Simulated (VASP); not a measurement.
A run of VASP 6.6.1 is set up as follows.

File INCAR:

```
ALGO     = Normal         # electronic algorithm
EDIFF    = 1E-7           # SCF threshold, eV
ENCUT    = 520            # plane-wave cutoff, eV
GGA      = PS             # functional
ISIF     = 2              # what is computed and relaxed
ISMEAR   = 0              # smearing method
LASPH    = T              # aspherical terms in the spheres
LCHARG   = F              # write CHGCAR
LREAL    = F              # projectors in reciprocal space
LWAVE    = F              # write WAVECAR
NBANDS   = 12             # bands
NELM     = 100            # most SCF steps
PREC     = Accurate       # precision mode
SIGMA    = 0.1            # smearing width, eV
```

KPOINTS

```
k-points
0
Gamma
  18 18 14
```

The input POSCAR:

```
SiO
1.0
    2.6663133633      0.0000000000      0.0000000000
   -1.3331566816      2.3090951071      0.0000000000
    0.0000000000      0.0000000000      3.0919855593
Si O
1 1
Direct
    0.6666666667      0.3333333333      0.0000000000
    0.0000000000      0.0000000000      0.5000000000
```

Potentials or basis: VASP PAW PBE potentials, release 64 (Si, O).

The run is started by

```bash
$ cat potpaw_PBE.64/Si/POTCAR potpaw_PBE.64/O/POTCAR > POTCAR
$ mpirun -np 1 vasp_std > vasp.out
```

Problem. Estimate the band gap on the k mesh.

Solution. None (metal or under the smearing width).

Problem. Estimate the pressure.

Solution. 0.2 GPa.

Stress tensor (GPa, compression positive):
```
0.13 0.00 0.00
0.00 0.13 0.00
0.00 0.00 0.34
```

Caveat: the PAW data sets were made with another functional, which shifts forces and pressure a little.
